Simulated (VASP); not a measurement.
The input files of a VASP run:

**POSCAR**
```
V3Si
1.0
  4.6925116824   0.0000000000   0.0000000000
  0.0000000000   4.6925116824   0.0000000000
  0.0000000000   0.0000000000   4.6925116824
V Si
6 2
direct
  0.2500000000   0.0000000000   0.5000000000
  0.5000000000   0.2500000000   0.0000000000
  0.5000000000   0.7500000000   0.0000000000
  0.7500000000   0.0000000000   0.5000000000
  0.0000000000   0.5000000000   0.7500000000
  0.0000000000   0.5000000000   0.2500000000
  0.5000000000   0.5000000000   0.5000000000
  0.0000000000   0.0000000000   0.0000000000
```

### KPOINTS
```
Regular mesh
0
Gamma
7 7 7
```

INCAR:
```
! general
SYSTEM  = V3Si
PREC    = Accurate
ENCUT   = 500
LREAL   = .False.
LASPH   = .True.

! electronic loop
EDIFF   = 1E-6
NELM    = 100
ALGO    = Normal
LMAXMIX = 4

! smearing
ISMEAR  = 1
SIGMA   = 0.1

! functional
GGA     = PE

! ions
IBRION  = 2
NSW     = 40
ISIF    = 3
EDIFFG  = -0.02

! output
LWAVE   = .False.
LCHARG  = .False.
```

POTCAR, in this order: V_sv Si (PBE.64 set). Program: vasp_std.

Question: Write an equivalent input for Ansatz.

Answer: One equivalent input (not run):
Ansatz 0.2 input:
```yaml
crystal:
  lattice:
    - [4.6925117, 0.0000000, 0.0000000]
    - [0.0000000, 4.6925117, 0.0000000]
    - [0.0000000, 0.0000000, 4.6925117]
  atoms:
    - { symbol: V, position: [0.2500000, 0.0000000, 0.5000000] }
    - { symbol: V, position: [0.5000000, 0.2500000, 0.0000000] }
    - { symbol: V, position: [0.5000000, 0.7500000, 0.0000000] }
    - { symbol: V, position: [0.7500000, 0.0000000, 0.5000000] }
    - { symbol: V, position: [0.0000000, 0.5000000, 0.7500000] }
    - { symbol: V, position: [0.0000000, 0.5000000, 0.2500000] }
    - { symbol: Si, position: [0.5000000, 0.5000000, 0.5000000] }
    - { symbol: Si, position: [0.0000000, 0.0000000, 0.0000000] }
kpoints:
  mp_grid: { grid: [7, 7, 7] }
hamiltonian:
  xc: pbe
  pseudopotentials: { kind: paw }
scf:
  occupations: { method: methfessel_paxton, width: 0.1 }
  max_iter: 100
relax:
  max_steps: 40
  f_tol: 0.02
  cell: {}
output: { forces: true, stress: true, eigenvalues: true }
```
The two are equivalent in intent, not identical: each code has its own PAW files, so the cut-off isn't converted (ENCUT is set for VASP's; basis.ecutwfc is left out, and Ansatz then takes the one that its files recommend); Ansatz stops its SCF on the density residual and VASP on the energy change (EDIFF).

The compound is V3Si in the A15 structure. This run relaxes it. Symmetry was kept, so distortions that lower it aren't found.
